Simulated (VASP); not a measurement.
Given:

```xyz
2
Lattice="2.6723 0.0000 0.0000 -1.3362 2.3143 0.0000 0.0000 0.0000 2.6027" Properties=species:S:1:pos:R:3 pbc="T T T"
Cr     1.3362     0.7714     2.6027
C      0.0000     0.0000     1.3013
```

Method: PBEsol GGA with spin-orbit coupling, VASP's PBE PAW potentials (set 64) (plane waves; VASP). Settings: 520 eV cut-off, 14×14×13 Γ-centred mesh, Gaussian smearing of 0.050 eV, potentials Cr_pv C.

Problem. Give the energies of bands 9 to 22 at the high-symmetry points, in eV from the Fermi level.

Solution. 
```tsv
band	Γ	M	K	A	L	H
9	-2.97	-6.85	-5.44	-7.62	-5.60	-6.42
10	-2.97	-6.85	-5.44	-7.62	-5.60	-6.41
11	-2.48	-2.70	-4.82	-1.44	-4.26	-5.20
12	-2.48	-2.70	-4.77	-1.44	-4.26	-5.17
13	-2.44	-2.54	-2.54	-1.41	-3.43	-1.77
14	-2.44	-2.54	-2.52	-1.41	-3.43	-1.77
15	1.18	0.18	0.08	-0.56	0.26	-0.56
16	1.18	0.18	0.12	-0.56	0.26	-0.52
17	1.31	0.94	0.82	-0.49	1.93	2.11
18	1.31	0.94	0.88	-0.49	1.93	2.12
19	1.35	2.41	1.80	2.32	2.36	4.40
20	1.35	2.41	1.80	2.32	2.36	4.44
21	5.65	3.01	2.15	5.02	5.17	4.54
22	5.65	3.01	2.22	5.02	5.17	4.59
```

It has no gap at this level: it comes out as a metal or semimetal.

The structure comes from a computed database's CrC entry (P-6m2); how it stands against other phases isn't given here. It was relaxed first.
